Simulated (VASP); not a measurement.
A convergence study with VASP on Si (diamond): one setting is varied, all else stays as given below, so the limit is that of these other settings. ε∞ is the independent-particle value.

```xyz
2
Lattice="0.0000 2.7155 2.7155 2.7155 0.0000 2.7155 2.7155 2.7155 0.0000" Properties=species:S:1:pos:R:3 pbc="T T T"
Si     0.0000     0.0000     0.0000
Si     1.3577     1.3577     1.3578
```

Method: LDA (Ceperley-Alder, Perdew-Zunger), VASP's LDA PAW potentials (set 64) (plane waves; VASP). The tightest run used: 550 eV cut-off, 7×7×7 Γ-centred mesh, Gaussian smearing of 0.050 eV, potentials Si.

```json
[
 {"setting": "NBANDS = 5", "mean ε∞": "12.84", "bands": "5"},
 {"setting": "NBANDS = 6", "mean ε∞": "14.75", "bands": "6"},
 {"setting": "NBANDS = 8", "mean ε∞": "16.16", "bands": "8"}
]
```

Question: These are the cheaper rows. Estimate the results at NBANDS = 132, and how far the last row shown lies from them.

Answer: 
```tsv
quantity	tightest run	last row shown is off by
mean ε∞	16.39	-0.23
```

Left out are rungs that failed or repeat a setting and relaxations that didn't move; long series are thinned to 24 rows.

The compound is Si in the diamond structure. The cell was not relaxed at this level.
